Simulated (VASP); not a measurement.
Calculation: PBE GGA, VASP's PBE PAW potentials (set 64) (plane waves; VASP 6.6.1).

The input files of a VASP run:

INCAR:
```
LMAXMIX = 6
GGA = PE   ! PBE
LASPH = .True.   ! aspherical one-centre terms
ISMEAR = 0   ! Gaussian
LWAVE = .False.
PREC = Accurate
ALGO = Normal   ! blocked Davidson
SYSTEM = PtS2
ISIF = 3
LREAL = .False.   ! projection in real space or not
ENCUT = 480   ! plane-wave cut-off (eV)
NELM = 100
EDIFF = 1E-6   ! SCF stop (eV)
IBRION = 2   ! conjugate gradients
LCHARG = .False.
NSW = 60   ! most ionic steps
SIGMA = 0.05   ! width (eV)
EDIFFG = -0.02   ! ionic stop
```

KPOINTS:
```
Automatic mesh
0
Gamma
7 7 4
0 0 0
```

### POSCAR
```
PtS2
1
    3.5760338146     0.0000000000    -0.0000000000
   -1.7880169073     3.0969362008     0.0000000000
   -0.0000000000    -0.0000000000     5.7205285081
Pt S
1 2
Direct
  0.0000000000   0.0000000000   0.0000000000
  0.3333330000   0.6666670000   0.2140050977
  0.6666670000   0.3333330000   0.7859949023
```

POTCAR, in this order: Pt S (PBE.64 set). Program: vasp_std.

The resulting files:

**OSZICAR**
```
...
DAV:   2    -0.154577148779E+02    0.37828E-02   -0.23260E-02   945   0.164E+00    0.283E-01
DAV:   3    -0.154570286574E+02    0.68622E-03   -0.12182E-03  1036   0.399E-01    0.122E-01
DAV:   4    -0.154567947586E+02    0.23390E-03   -0.17371E-03   924   0.239E-01    0.611E-02
DAV:   5    -0.154567876618E+02    0.70969E-05   -0.11010E-04  1008   0.779E-02    0.358E-02
DAV:   6    -0.154567889802E+02   -0.13184E-05   -0.17030E-05  1079   0.424E-02    0.216E-02
DAV:   7    -0.154567866596E+02    0.23206E-05   -0.89564E-06  1008   0.259E-02    0.850E-03
DAV:   8    -0.154567866602E+02   -0.57162E-09   -0.87358E-07   637   0.843E-03
   6 F= -.15456787E+02 E0= -.15456787E+02  d E =-.133194E-02
       N       E                     dE             d eps       ncg     rms          rms(c)
DAV:   1    -0.154767815649E+02   -0.19995E-01   -0.92175E-01   840   0.696E+00    0.108E+00
DAV:   2    -0.154618898238E+02    0.14892E-01   -0.91854E-02   945   0.327E+00    0.563E-01
DAV:   3    -0.154591766521E+02    0.27132E-02   -0.48282E-03  1036   0.792E-01    0.244E-01
DAV:   4    -0.154582268811E+02    0.94977E-03   -0.70060E-03   931   0.478E-01    0.122E-01
DAV:   5    -0.154582026033E+02    0.24278E-04   -0.43659E-04  1008   0.155E-01    0.718E-02
DAV:   6    -0.154582109766E+02   -0.83733E-05   -0.68255E-05  1086   0.842E-02    0.432E-02
DAV:   7    -0.154582060230E+02    0.49536E-05   -0.35628E-05  1015   0.510E-02    0.169E-02
DAV:   8    -0.154582064157E+02   -0.39272E-06   -0.37767E-06  1064   0.166E-02
   7 F= -.15458206E+02 E0= -.15458206E+02  d E =-.275169E-02
       N       E                     dE             d eps       ncg     rms          rms(c)
DAV:   1    -0.155323994467E+02   -0.74193E-01   -0.36186E+00   840   0.138E+01    0.220E+00
DAV:   2    -0.154751359248E+02    0.57264E-01   -0.35809E-01   938   0.645E+00    0.113E+00
DAV:   3    -0.154645425537E+02    0.10593E-01   -0.18943E-02  1043   0.156E+00    0.501E-01
DAV:   4    -0.154605876770E+02    0.39549E-02   -0.28549E-02   959   0.959E-01    0.245E-01
DAV:   5    -0.154605013318E+02    0.86345E-04   -0.17269E-03  1022   0.306E-01    0.144E-01
DAV:   6    -0.154605403827E+02   -0.39051E-04   -0.26787E-04  1051   0.165E-01    0.840E-02
DAV:   7    -0.154605321706E+02    0.82121E-05   -0.12950E-04  1036   0.956E-02    0.317E-02
DAV:   8    -0.154605351124E+02   -0.29417E-05   -0.14524E-05  1113   0.315E-02    0.253E-02
DAV:   9    -0.154605360612E+02   -0.94880E-06   -0.11227E-06   813   0.760E-03
   8 F= -.15460536E+02 E0= -.15460536E+02  d E =-.508134E-02
       N       E                     dE             d eps       ncg     rms          rms(c)
DAV:   1    -0.157310551230E+02   -0.27052E+00   -0.13948E+01   840   0.271E+01    0.453E+00
DAV:   2    -0.155209195402E+02    0.21014E+00   -0.13632E+00   959   0.125E+01    0.227E+00
DAV:   3    -0.154806499904E+02    0.40270E-01   -0.74020E-02  1057   0.303E+00    0.104E+00
DAV:   4    -0.154633492266E+02    0.17301E-01   -0.11265E-01   987   0.189E+00    0.494E-01
DAV:   5    -0.154632220993E+02    0.12713E-03   -0.59427E-03  1015   0.568E-01    0.289E-01
DAV:   6    -0.154633542303E+02   -0.13213E-03   -0.90845E-04  1065   0.302E-01    0.154E-01
DAV:   7    -0.154633900441E+02   -0.35814E-04   -0.38750E-04  1043   0.161E-01    0.562E-02
DAV:   8    -0.154634057177E+02   -0.15674E-04   -0.42509E-05  1085   0.558E-02    0.418E-02
DAV:   9    -0.154634115151E+02   -0.57974E-05   -0.56389E-06  1015   0.163E-02    0.130E-02
DAV:  10    -0.154634138341E+02   -0.23190E-05   -0.32634E-06  1004   0.160E-02    0.626E-03
DAV:  11    -0.154634141939E+02   -0.35979E-06   -0.30649E-07   847   0.460E-03
   9 F= -.15463414E+02 E0= -.15463414E+02  d E =-.795947E-02
       N       E                     dE             d eps       ncg     rms          rms(c)
DAV:   1    -0.163822003831E+02   -0.91879E+00   -0.51934E+01   840   0.526E+01    0.952E+00
DAV:   2    -0.156856519954E+02    0.69655E+00   -0.50025E+00   945   0.236E+01    0.449E+00
DAV:   3    -0.155411471906E+02    0.14450E+00   -0.29059E-01  1099   0.573E+00    0.216E+00
DAV:   4    -0.154609282211E+02    0.80219E-01   -0.37305E-01  1008   0.339E+00    0.104E+00
DAV:   5    -0.154622017403E+02   -0.12735E-02   -0.13552E-02  1071   0.866E-01    0.594E-01
DAV:   6    -0.154625511817E+02   -0.34944E-03   -0.28672E-03  1015   0.528E-01    0.251E-01
DAV:   7    -0.154629708186E+02   -0.41964E-03   -0.11166E-03   868   0.266E-01    0.948E-02
DAV:   8    -0.154630514707E+02   -0.80652E-04   -0.10662E-04  1085   0.946E-02    0.562E-02
DAV:   9    -0.154631015167E+02   -0.50046E-04   -0.51964E-05   896   0.565E-02    0.960E-03
DAV:  10    -0.154631058682E+02   -0.43515E-05   -0.81375E-06  1142   0.248E-02    0.112E-02
DAV:  11    -0.154631072974E+02   -0.14292E-05   -0.13015E-06   731   0.893E-03    0.352E-03
DAV:  12    -0.154631072473E+02    0.50075E-07   -0.17179E-07   854   0.347E-03
  10 F= -.15463107E+02 E0= -.15463107E+02  d E =-.765253E-02
       N       E                     dE             d eps       ncg     rms          rms(c)
DAV:   1    -0.156516529092E+02   -0.18855E+00   -0.97021E+00   840   0.218E+01    0.321E+00
DAV:   2    -0.154998565705E+02    0.15180E+00   -0.93902E-01   924   0.101E+01    0.156E+00
DAV:   3    -0.154731208070E+02    0.26736E-01   -0.48601E-02  1092   0.240E+00    0.671E-01
DAV:   4    -0.154639252395E+02    0.91956E-02   -0.53470E-02  1029   0.133E+00    0.371E-01
DAV:   5    -0.154640955508E+02   -0.17031E-03   -0.28090E-03  1050   0.407E-01    0.218E-01
DAV:   6    -0.154640851836E+02    0.10367E-04   -0.45499E-04  1116   0.214E-01    0.113E-01
DAV:   7    -0.154641393468E+02   -0.54163E-04   -0.18379E-04   889   0.123E-01    0.289E-02
DAV:   8    -0.154641383584E+02    0.98841E-06   -0.26834E-05  1085   0.528E-02    0.152E-02
DAV:   9    -0.154641423630E+02   -0.40046E-05   -0.50533E-06   896   0.177E-02    0.379E-03
DAV:  10    -0.154641431445E+02   -0.78145E-06   -0.86587E-07   835   0.782E-03
  11 F= -.15464143E+02 E0= -.15464143E+02  d E =-.868842E-02
       N       E                     dE             d eps       ncg     rms          rms(c)
DAV:   1    -0.155049781816E+02   -0.40836E-01   -0.11937E+00   840   0.874E+00    0.134E+00
DAV:   2    -0.154714602779E+02    0.33518E-01   -0.16355E-01   917   0.457E+00    0.805E-01
DAV:   3    -0.154660483944E+02    0.54119E-02   -0.91958E-03   987   0.110E+00    0.332E-01
DAV:   4    -0.154642082607E+02    0.18401E-02   -0.14343E-02  1015   0.652E-01    0.167E-01
DAV:   5    -0.154641062531E+02    0.10201E-03   -0.47756E-04  1043   0.174E-01    0.134E-01
DAV:   6    -0.154641034137E+02    0.28394E-05   -0.10169E-04  1029   0.736E-02    0.701E-02
DAV:   7    -0.154641072144E+02   -0.38007E-05   -0.51131E-05   840   0.592E-02    0.326E-02
DAV:   8    -0.154641085172E+02   -0.13027E-05   -0.43092E-06  1127   0.217E-02    0.169E-02
DAV:   9    -0.154641097332E+02   -0.12161E-05   -0.23363E-06   686   0.104E-02    0.461E-03
DAV:  10    -0.154641096042E+02    0.12907E-06   -0.36192E-07   819   0.589E-03
  12 F= -.15464110E+02 E0= -.15464110E+02  d E =0.335403E-04
       N       E                     dE             d eps       ncg     rms          rms(c)
DAV:   1    -0.154754576640E+02   -0.11348E-01   -0.32309E-01   840   0.453E+00    0.690E-01
DAV:   2    -0.154662963297E+02    0.91613E-02   -0.44449E-02   917   0.236E+00    0.401E-01
DAV:   3    -0.154648461833E+02    0.14501E-02   -0.24483E-03   973   0.568E-01    0.157E-01
DAV:   4    -0.154643815057E+02    0.46468E-03   -0.34867E-03  1029   0.324E-01    0.845E-02
DAV:   5    -0.154643670073E+02    0.14498E-04   -0.99920E-05  1057   0.807E-02    0.711E-02
DAV:   6    -0.154643696333E+02   -0.26260E-05   -0.22730E-05  1043   0.329E-02    0.403E-02
DAV:   7    -0.154643791115E+02   -0.94782E-05   -0.15893E-05   847   0.335E-02    0.198E-02
DAV:   8    -0.154643792263E+02   -0.11482E-06   -0.13670E-06   847   0.126E-02
  13 F= -.15464379E+02 E0= -.15464379E+02  d E =-.236082E-03
```

**OUTCAR**
```
------------------------ aborting loop because EDIFF is reached ----------------------------------------
  FORCE on cell =-STRESS in cart. coord.  units (eV):
  Direction    XX          YY          ZZ          XY          YZ          ZX
  --------------------------------------------------------------------------------------
  Total        0.0211159      0.0211159     -0.0142601      0.0000000      0.0000000     -0.0000000
  in kB        0.4778336      0.4778336     -0.3226918      0.0000000      0.0000000     -0.0000000
  external PRESSURE =       0.2109918 kB  Pullay stress =       0.0000000 kB
  volume of cell :       70.80
      direct lattice vectors                 reciprocal lattice vectors
     3.571013317  0.000000000  0.000000000     0.280032560  0.161676870 -0.000000000
    -1.785506658  3.092588322  0.000000000    -0.000000000  0.323353740 -0.000000000
     0.000000000  0.000000000  6.411074193    -0.000000000 -0.000000000  0.155980101
 POSITION                                       TOTAL-FORCE (eV/Angst)
 -----------------------------------------------------------------------------------
      0.00000      0.00000      0.00000         0.000000     -0.000000      0.000000
     -0.00000      2.06173      1.22747        -0.000000      0.000000      0.001704
      1.78551      1.03086      5.18360         0.000000     -0.000000     -0.001704
 -----------------------------------------------------------------------------------
    total drift:                                0.000000     -0.000000      0.000000
  FREE ENERGIE OF THE ION-ELECTRON SYSTEM (eV)
  ---------------------------------------------------
  free  energy   TOTEN  =       -15.4643792263 eV

  energy  without entropy=      -15.4643792263  energy(sigma->0) =      -15.46437923

 reached required accuracy - stopping structural energy minimisation
```
(Selected blocks of OUTCAR.)

File CONTCAR:
```
PtS2
   1.00000000000000
     3.5710133167208165    0.0000000000000002    0.0000000000000003
    -1.7855066583604082    3.0925883217762555    0.0000000000000000
     0.0000000000000000    0.0000000000000014    6.4110741931298039
  Pt              S
     1     2
Direct
     0.0000000000000000    0.0000000000000000    0.0000000000000000
     0.3333330000000032    0.6666669999999968    0.1914611679886243
     0.6666669999999968    0.3333330000000032    0.8085388320113757
```

**OUTCAR**
```
 val. band max:        3.2575683995   @ k =   0.1429   0.1429   0.0000

 cond. band min:       4.8094650562   @ k =   0.0000   0.2857   0.2500


 Fermi energy:         3.4851873328

 k-point     1 :       0.0000    0.0000    0.0000
  band No.  band energies     occupation
      1     -10.8822      2.00000
      2      -8.6206      2.00000
      3      -2.4157      2.00000
      4      -2.4157      2.00000
      5      -2.1737      2.00000
      6       0.2678      2.00000
      7       0.2678      2.00000
      8       2.1871      2.00000
      9       2.8397      2.00000
     10       2.8397      2.00000
     11       2.8499      2.00000
     12       6.2938      0.00000
     13       6.2938      0.00000
     14       8.5853      0.00000
     15       9.1788      0.00000

 k-point     2 :       0.1429    0.0000    0.0000
  band No.  band energies     occupation
      1     -10.6363      2.00000
      2      -8.6840      2.00000
      3      -2.3574      2.00000
      4      -2.2640      2.00000
      5      -1.9414      2.00000
      6      -0.1420      2.00000
      7       0.0916      2.00000
      8       1.5021      2.00000
      9       2.9029      2.00000
     10       2.9533      2.00000
     11       3.1074      2.00000
     12       5.3755      0.00000
     13       6.0347      0.00000
     14       9.4146      0.00000
     15      10.0271      0.00000

 k-point     3 :       0.2857    0.0000    0.0000
  band No.  band energies     occupation
      1      -9.9985      2.00000
      2      -8.8257      2.00000
      3      -2.2587      2.00000
      4      -1.9630      2.00000
      5      -1.5217      2.00000
      6      -1.0014      2.00000
      7      -0.0023      2.00000
      8       1.0305      2.00000
      9       2.3841      2.00000
     10       2.5242      2.00000
     11       2.8672      2.00000
     12       5.1152      0.00000
     13       5.9194      0.00000
     14       9.2171      0.00000
     15      10.6818      0.00000
...
```

Energy and stress use the plane-wave basis of the starting cell. Without a dispersion term in the relaxation, distances and binding between the weakly bound layers, chains or molecules are unreliable, and so is what depends on them. Unless said otherwise, spin-orbit coupling is left out, though it shifts the bands of the heavy elements here.

The compound is PtS2 in the 1T layered structure. This run relaxes it. Symmetry was kept, so distortions that lower it aren't found. The start is the result of an earlier pass.
